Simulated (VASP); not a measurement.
Here is the system:

```
CELL_PARAMETERS angstrom
      4.19966     0.00000     0.00000
      0.00000     4.19966     0.00000
      0.00000     0.00000     6.71810
ATOMIC_POSITIONS crystal
  Pb 0.50000 0.00000 0.81967
  Pb 0.00000 0.50000 0.18033
  O  0.50000 0.50000 0.00000
  O  0.00000 0.00000 0.00000
```

Method: RPBE GGA, VASP's PBE PAW potentials (set 64) (plane waves; VASP). Settings: 520 eV cut-off, 6×6×4 Γ-centred mesh, Gaussian smearing of 0.050 eV, potentials Pb_d O.

Without a dispersion term in the relaxation, distances and binding between the weakly bound layers, chains or molecules are unreliable, and so is what depends on them.

Q: The ions and cell shape at fixed volume are relaxed. Give the cell that the relaxation ends in.

A: 
```
CELL_PARAMETERS angstrom
      4.11710     0.00000     0.00000
      0.00000     4.11710     0.00000
      0.00000     0.00000     6.99024
ATOMIC_POSITIONS crystal
  Pb 0.50000 0.00000 0.82974
  Pb 0.00000 0.50000 0.17026
  O  0.50000 0.50000 0.00000
  O  0.00000 0.00000 0.00000
```
Space group P4/nmm (129), at a tolerance of 0.03 Å.

Q: How much energy does the relaxation gain?

A: The energy (σ→0) changes by -14.6 meV/atom, in 8 ionic steps.

The compound is PbO in the litharge structure. This cell is one point of a volume scan, at 1.06 of the reference volume. Symmetry was kept, so distortions that lower it aren't found.
